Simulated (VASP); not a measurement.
Data:

```
CELL_PARAMETERS angstrom
      0.00000     2.29140     2.29140
      2.29140     0.00000     2.29140
      2.29140     2.29140     0.00000
ATOMIC_POSITIONS crystal
  B  0.00000 0.00000 0.00000
  P  0.25000 0.25000 0.25000
```

All values below come from vdW-DF-cx, VASP's PBE PAW potentials (set 64) (plane waves; VASP). Run with 520 eV cut-off, 10×10×10 Γ-centred mesh, Gaussian smearing of 0.050 eV, potentials B P.

Give the stress tensor in GPa (positive for a compressed cell).

```
-4.61   0.00   0.00
 0.00  -4.61   0.00
 0.00   0.00  -4.61
```
The pressure is its mean diagonal, -4.61 GPa.

The compound is BP in the zinc blende structure. This cell is one point of a volume scan, at 1.03 of the reference volume.
